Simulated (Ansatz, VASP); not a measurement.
**P: VASP beside Ansatz**

Wanted: the spread between two codes on one cell, functional and k mesh. The cell is taken from a series of runs on this material, whose earlier steps may have relaxed, scaled, displaced or heated it; both programs get it as it stands.

Program: Ansatz 0.2.0. Level of theory: plane waves, with VASP 6.6.1 beside it; PBE with D3(BJ). Results are calculated unless marked as measured.

**1. The starting structure**

It takes space group Cmce (No. 64, orthorhombic). The conventional cell has a = 3.256 Å, b = 9.993 Å, c = 4.248 Å, α = 90.00°, β = 90.00°, γ = 90.00°. Nearest to P lie 3 P at 2.21 to 2.25 Å.

**2. VASP: zone-centre phonons, PBE with D3(BJ)**

Second derivatives magnify differences that forces hide, and they need a tight electronic threshold.

Lines of VASP's logs that name or quote its potential files are left out, and so is its time.

INCAR

```
SYSTEM = P
PREC = Accurate
ENCUT = 500
EDIFF = 1E-08
NELM = 120
ISMEAR = 1
SIGMA = 0.2
LREAL = .FALSE.
ALGO = Normal
GGA = PE
IVDW = 12
NBANDS = 16
LORBIT = 11
LWAVE = .FALSE.
LCHARG = .FALSE.
ISIF = 2
IBRION = 6
NFREE = 2
POTIM = 0.015
NSW = 1
LASPH = .TRUE.
GGA_COMPAT = .FALSE.
KPAR = 2
```

POSCAR

```
P
1.0
    1.6279553620     -4.9963241034      0.0000000000
    1.6279553620      4.9963241034      0.0000000000
    0.0000000000      0.0000000000      4.2477143782
P
4
Direct
    0.8919768568      0.1080231432      0.0737901200
    0.6080231432      0.3919768568      0.5737901200
    0.1080231432      0.8919768568      0.9262098800
    0.3919768568      0.6080231432      0.4262098800
```

KPOINTS

```
Automatic mesh
0
Gamma
16 16 12
0 0 0
```

The projector-augmented-wave data sets are P (PBE family, release 64).

Run with:

```sh
> mpirun -np 2 vasp_std
```

Numbers of over 12 decimals in the logs are rounded to 6 here.

The log of the run:

```text
[banner, memory and clock lines left out]
running    2 mpi-ranks, on    1 nodes
 distrk:  each k-point on    1 cores,    2 groups
 distr:  one band on    1 cores,    1 groups

 POSCAR found type information on POSCAR P
 POSCAR found :  1 types and       4 ions
 LDA part: xc-table for (Slater+PW92), standard interpolation
 POSCAR, INCAR and KPOINTS ok, starting setup
 FFT: planning ... GRIDC
 FFT: planning ... GRID_SOFT
 FFT: planning ... GRID
 WAVECAR not read
 entering main loop
       N       E                     dE             d eps       ncg     rms          rms(c)
DAV:   1     0.567307258720E+02    0.56731E+02   -0.83916E+03 16352   0.104E+03
DAV:   2    -0.183605089734E+02   -0.75091E+02   -0.72415E+02 22280   0.160E+02
DAV:   3    -0.214476320199E+02   -0.30871E+01   -0.30730E+01 22224   0.347E+01
DAV:   4    -0.214764311124E+02   -0.28799E-01   -0.28793E-01 20536   0.405E+00
DAV:   5    -0.214769057492E+02   -0.47464E-03   -0.47462E-03 22400   0.476E-01    0.106E+01
DAV:   6    -0.213661976530E+02    0.11071E+00   -0.70447E-02 19808   0.153E+00    0.625E+00
DAV:   7    -0.213232695200E+02    0.42928E-01   -0.11473E-01 21312   0.199E+00    0.344E-01
DAV:   8    -0.213227543489E+02    0.51517E-03   -0.14008E-02 19144   0.752E-01    0.172E-01
DAV:   9    -0.213228167908E+02   -0.62442E-04   -0.55458E-04 22240   0.155E-01    0.821E-02
DAV:  10    -0.213228243855E+02   -0.75947E-05   -0.75244E-05 20688   0.513E-02    0.359E-02
DAV:  11    -0.213228312004E+02   -0.68148E-05   -0.12369E-05 20456   0.269E-02    0.122E-02
DAV:  12    -0.213228314466E+02   -0.24626E-06   -0.39203E-07 21224   0.413E-03    0.334E-03
DAV:  13    -0.213228314109E+02    0.35746E-07   -0.19032E-07 19504   0.294E-03    0.110E-03
DAV:  14    -0.213228314408E+02   -0.29890E-07   -0.15885E-08 13712   0.807E-04    0.493E-04
DAV:  15    -0.213228314516E+02   -0.10843E-07   -0.29435E-09 10472   0.406E-04    0.269E-04
DAV:  16    -0.213228314508E+02    0.83946E-09   -0.30464E-10  9992   0.125E-04
   1 F= -.22947719E+02 E0= -.22948169E+02  d E =0.135141E-02
[...]
2 F= -.22946429E+02 E0= -.22946878E+02  d E =0.134953E-02
[...]
3 F= -.22946429E+02 E0= -.22946878E+02  d E =0.134953E-02
[...]
4 F= -.22946025E+02 E0= -.22946480E+02  d E =0.136619E-02
[...]
5 F= -.22947347E+02 E0= -.22947789E+02  d E =0.132572E-02
[...]
6 F= -.22946918E+02 E0= -.22947363E+02  d E =0.133410E-02
 Finite differences progress:
  Degree of freedom:   3/  3
  Displacement:        1/  2
  Total:               5/  6
 bond charge predicted
       N       E                     dE             d eps       ncg     rms          rms(c)
DAV:   1    -0.213190811723E+02    0.29667E-02   -0.35509E-01 27320   0.327E+00    0.367E-01
DAV:   2    -0.213206410929E+02   -0.15599E-02   -0.17781E-02 37776   0.847E-01    0.969E-02
DAV:   3    -0.213205875076E+02    0.53585E-04   -0.29242E-04 31672   0.118E-01    0.565E-02
DAV:   4    -0.213205810207E+02    0.64869E-05   -0.70382E-05 36504   0.500E-02    0.302E-02
DAV:   5    -0.213205812837E+02   -0.26300E-06   -0.63732E-06 33424   0.161E-02    0.155E-02
DAV:   6    -0.213205811167E+02    0.16698E-06   -0.10868E-06 34864   0.620E-03    0.401E-03
DAV:   7    -0.213205811819E+02   -0.65213E-07   -0.22815E-07 35552   0.269E-03    0.804E-04
DAV:   8    -0.213205812052E+02   -0.23323E-07   -0.97206E-09 18464   0.648E-04    0.342E-04
DAV:   9    -0.213205812151E+02   -0.98098E-08   -0.18619E-09 16352   0.292E-04
   7 F= -.22945478E+02 E0= -.22945935E+02  d E =0.136949E-02
 Finite differences progress:
  Degree of freedom:   3/  3
  Displacement:        2/  2
  Total:               6/  6
```

OUTCAR, selected parts (step 2):

```text
ion  position               nearest neighbor table
   1  0.892  0.108  0.074-   4 2.21   4 2.21   3 2.25
   2  0.608  0.392  0.574-   3 2.21   3 2.21   4 2.25
   3  0.108  0.892  0.926-   2 2.21   2 2.21   1 2.25
   4  0.392  0.608  0.426-   1 2.21   1 2.21   2 2.25

  LATTYP: Found a base centered orthorhombic cell.
 ALAT       =     3.2559107240
 B/A-ratio  =     3.0690793003
 C/A-ratio  =     1.3046163542

 Subroutine GETGRP returns: Found  8 space group operations
 (whereof  4 operations were pure point group operations)

The static configuration has the point symmetry C_2h.
 The point group associated with its full space group is D_2h.

 Found    511 irreducible k-points:

   k-points           NKPTS =    511   k-points in BZ     NKDIM =    511   number of bands    NBANDS=     16

   dimension x,y,z NGX =    40 NGY =   40 NGZ =   32
   dimension x,y,z NGXF=    80 NGYF=   80 NGZF=   64

   ENCUT  =  500.0 eV  36.75 Ry    6.06 a.u.   9.58  9.58  7.74*2*pi/ulx,y,z

   NELECT =      20.0000    total number of electrons

 k-points in reciprocal lattice and weights: Automatic mesh
   0.00000000  0.00000000  0.00000000       0.000
   0.06250000  0.00000000  0.00000000       0.001
   0.12500000  0.00000000  0.00000000       0.001
   0.18750000  0.00000000  0.00000000       0.001
   0.25000000  0.00000000  0.00000000       0.001
   0.31250000  0.00000000  0.00000000       0.001
   0.37500000  0.00000000  0.00000000       0.001
   0.43750000  0.00000000  0.00000000       0.001
   0.50000000  0.00000000  0.00000000       0.001
[...]
15      12.7586      0.00000
    ...

 k-point     3 :       0.1250    0.0000    0.0000
  band No.  band energies     occupation
    ...
      6       2.6475      2.00000
      7       3.0042      2.00000
      8       4.7252      2.00000
      9       4.7703      2.00000
     10       6.2728      2.00000
     11       8.7026     -0.00000
     12      10.2104     -0.00000
     13      10.5392     -0.00000
     14      11.1719     -0.00000
     15      12.0435      0.00000
    ...

 k-point     4 :       0.1875    0.0000    0.0000
  band No.  band energies     occupation
    ...
      6       2.4225      2.00000
      7       2.8810      2.00000
      8       4.6300      2.00000
      9       4.8161      2.00000
     10       6.4182      2.00000
     11       8.8723     -0.00000
     12       9.5246     -0.00000
     13      10.9359     -0.00000
     14      11.2285     -0.00000
     15      11.7287      0.00000
    ...

 k-point     5 :       0.2500    0.0000    0.0000
  band No.  band energies     occupation
    ...
      6       2.0464      2.00000
      7       3.1872      2.00000
      8       4.6079      2.00000
      9       4.9169      2.00000
     10       6.4149      2.00000
     11       8.4493     -0.00000
     12       9.5549     -0.00000
     13      10.0650     -0.00000
     14      10.4455     -0.00000
     15      11.2814     -0.00000
    ...

 Edisp (eV)   -1.62490

  Total       1.15867     0.66885    -0.38561     0.00000     0.08348     0.00000
  in kB      26.86531    15.50815    -8.94091     0.00000     1.93566     0.00000
  external pressure =       11.14 kB  Pullay stress =        0.00 kB

  energy-cutoff  :      500.00
  volume of cell :       69.10
      direct lattice vectors                 reciprocal lattice vectors
     1.627955362 -4.996324103  0.000000000     0.307133728 -0.100073572  0.000000000
     1.627955362  4.996324103  0.000000000     0.307133728  0.100073572  0.000000000
     0.000000000  0.000000000  4.247714378     0.000000000  0.000000000  0.235420725

 POSITION                                       TOTAL-FORCE (eV/Angst)
 -----------------------------------------------------------------------------------
      1.62796     -3.91689      0.29844         0.000000     -0.038732      0.248443
      1.62796     -1.07944      2.43730         0.000000      0.031508      0.017867
      1.62796      3.91689      3.93428         0.000000      0.038942     -0.060161
      1.62796      1.07944      1.81042         0.000000     -0.031719     -0.206149
 -----------------------------------------------------------------------------------
    total drift:                                0.000000     -0.000015      0.000039

  FREE ENERGIE OF THE ION-ELECTRON SYSTEM (eV)
  ---------------------------------------------------
  free  energy   TOTEN  =       -22.9454780132 eV

  energy  without entropy=      -22.9468475004  energy(sigma->0) =      -22.94593451

 Eigenvectors and eigenvalues of the dynamical matrix
 ----------------------------------------------------

   1 f  =   14.177527 THz    89.080029 2PiTHz  472.911395 cm-1    58.633514 meV
             X         Y         Z           dx          dy          dz
      1.627955 -3.916887  0.313439     0.000000    0.000011   -0.500000
      1.627955 -1.079437  2.437297    -0.000000    0.000011    0.500000
      1.627955  3.916887  3.934275     0.000000    0.000011   -0.500000
      1.627955  1.079437  1.810418    -0.000000    0.000011    0.500000

   2 f  =   13.714778 THz    86.172490 2PiTHz  457.475741 cm-1    56.719738 meV
             X         Y         Z           dx          dy          dz
      1.627955 -3.916887  0.313439     0.000000    0.161953    0.473045
      1.627955 -1.079437  2.437297    -0.000000   -0.161953    0.473045
      1.627955  3.916887  3.934275     0.000000   -0.161953   -0.473045
      1.627955  1.079437  1.810418    -0.000000    0.161953   -0.473045

   3 f  =   13.060292 THz    82.060237 2PiTHz  435.644463 cm-1    54.013005 meV
             X         Y         Z           dx          dy          dz
      1.627955 -3.916887  0.313439     0.500000    0.000000   -0.000000
      1.627955 -1.079437  2.437297     0.500000    0.000000    0.000000
      1.627955  3.916887  3.934275    -0.500000   -0.000000    0.000000
      1.627955  1.079437  1.810418    -0.500000   -0.000000   -0.000000

   4 f  =   12.758701 THz    80.165284 2PiTHz  425.584464 cm-1    52.765725 meV
             X         Y         Z           dx          dy          dz
      1.627955 -3.916887  0.313439     0.500000   -0.000000   -0.000000
      1.627955 -1.079437  2.437297    -0.500000   -0.000000   -0.000000
      1.627955  3.916887  3.934275     0.500000    0.000000   -0.000000
      1.627955  1.079437  1.810418    -0.500000    0.000000    0.000000

   5 f  =   12.245128 THz    76.938407 2PiTHz  408.453497 cm-1    50.641757 meV
             X         Y         Z           dx          dy          dz
      1.627955 -3.916887  0.313439    -0.000000   -0.498666    0.036495
      1.627955 -1.079437  2.437297     0.000000   -0.498666   -0.036495
      1.627955  3.916887  3.934275    -0.000000    0.498666   -0.036495
      1.627955  1.079437  1.810418     0.000000    0.498666    0.036495

   6 f  =   10.983611 THz    69.012065 2PiTHz  366.373834 cm-1    45.424546 meV
             X         Y         Z           dx          dy          dz
      1.627955 -3.916887  0.313439    -0.000000    0.473045   -0.161953
      1.627955 -1.079437  2.437297    -0.000000   -0.473045   -0.161953
      1.627955  3.916887  3.934275     0.000000   -0.473045    0.161953
      1.627955  1.079437  1.810418     0.000000    0.473045    0.161953

   7 f  =    6.634556 THz    41.686145 2PiTHz  221.304968 cm-1    27.438307 meV
             X         Y         Z           dx          dy          dz
      1.627955 -3.916887  0.313439     0.000000    0.036495    0.498666
      1.627955 -1.079437  2.437297    -0.000000    0.036495   -0.498666
      1.627955  3.916887  3.934275    -0.000000   -0.036495   -0.498666
      1.627955  1.079437  1.810418     0.000000   -0.036495    0.498666

   8 f  =    5.358354 THz    33.667530 2PiTHz  178.735447 cm-1    22.160361 meV
             X         Y         Z           dx          dy          dz
      1.627955 -3.916887  0.313439     0.500000    0.000000   -0.000000
      1.627955 -1.079437  2.437297    -0.500000   -0.000000    0.000000
      1.627955  3.916887  3.934275    -0.500000    0.000000    0.000000
      1.627955  1.079437  1.810418     0.500000   -0.000000   -0.000000

   9 f  =    3.561107 THz    22.375092 2PiTHz  118.785728 cm-1    14.727547 meV
             X         Y         Z           dx          dy          dz
      1.627955 -3.916887  0.313439     0.000000   -0.500000    0.000086
      1.627955 -1.079437  2.437297    -0.000000    0.500000    0.000086
      1.627955  3.916887  3.934275    -0.000000   -0.500000    0.000086
      1.627955  1.079437  1.810418     0.000000    0.500000    0.000086

  10 f/i=    0.000000 THz     0.000000 2PiTHz    0.000003 cm-1     0.000000 meV
             X         Y         Z           dx          dy          dz
      1.627955 -3.916887  0.313439     0.500000    0.000000   -0.000000
      1.627955 -1.079437  2.437297     0.500000    0.000000   -0.000000
      1.627955  3.916887  3.934275     0.500000    0.000000   -0.000000
      1.627955  1.079437  1.810418     0.500000    0.000000   -0.000000

  11 f/i=    0.000301 THz     0.001892 2PiTHz    0.010046 cm-1     0.001246 meV
             X         Y         Z           dx          dy          dz
      1.627955 -3.916887  0.313439     0.000000   -0.500000   -0.000011
      1.627955 -1.079437  2.437297     0.000000   -0.500000    0.000011
      1.627955  3.916887  3.934275     0.000000   -0.500000   -0.000011
      1.627955  1.079437  1.810418     0.000000   -0.500000    0.000011

  12 f/i=    0.000611 THz     0.003841 2PiTHz    0.020392 cm-1     0.002528 meV
             X         Y         Z           dx          dy          dz
      1.627955 -3.916887  0.313439    -0.000000   -0.000086   -0.500000
      1.627955 -1.079437  2.437297    -0.000000    0.000086   -0.500000
      1.627955  3.916887  3.934275    -0.000000   -0.000086   -0.500000
      1.627955  1.079437  1.810418    -0.000000    0.000086   -0.500000

 ELASTIC MODULI CONTR FROM IONIC RELAXATION (kBar)
 Direction    XX          YY          ZZ          XY          YZ          ZX
 --------------------------------------------------------------------------------
 XX        -140.2952   -173.6955   -359.2038      0.0000      0.0000      0.0000
 YY        -173.6955  -1169.1922   -225.0219      0.0000     -0.0000     -0.0000
 ZZ        -359.2038   -225.0219   -970.2716      0.0000      0.0000      0.0000
 XY           0.0000      0.0000      0.0000   -380.2914     -0.0000      0.0000
 YZ           0.0000     -0.0000      0.0000     -0.0000   -511.4676     -0.0000
 ZX           0.0000     -0.0000      0.0000      0.0000     -0.0000   -643.4795
 --------------------------------------------------------------------------------

 total charge
# of ion       s       p       d       tot
------------------------------------------
    1        1.086   1.380   0.000   2.466
    2        1.086   1.380   0.000   2.466
    3        1.086   1.380   0.000   2.466
    4        1.086   1.380   0.000   2.466
--------------------------------------------------
tot          4.345   5.518   0.000   9.863

[... 1 further part left out ...]
```

CONTCAR:

```
P
   1.00000000000000
     1.6279553620000000   -4.9963241034000001    0.0000000000000000
     1.6279553620000000    4.9963241034000001    0.0000000000000000
     0.0000000000000000    0.0000000000000000    4.2477143782000004
  P
     4
Direct
     0.8919768567999995    0.1080231432000005    0.0702588091197322
     0.6080231432000005    0.3919768567999995    0.5737901199999982
     0.1080231432000005    0.8919768567999995    0.9262098800000018
     0.3919768567999995    0.6080231432000005    0.4262098800000018
```

The last energy, forces, stress and levels in OUTCAR belong to the last displaced cell, not to the cell of POSCAR.

Levels, forces or a CONTCAR printed for this step are those of its last displaced cell, not of the structure at rest.

[end of part 1 of 2]

[Lines on the potential files, build, host, timing and source positions are cut from VASP's logs without a mark.]

[Logs are printed without paths, hosts, clocks, repeated set-up lines and the standing remarks that a program may print on its own settings, such as how far it seeks lower states.]

[Hosts, paths, dates, database ids (printed as entryN), source tags and the programs' standing remarks are cut or masked in the printed files.]
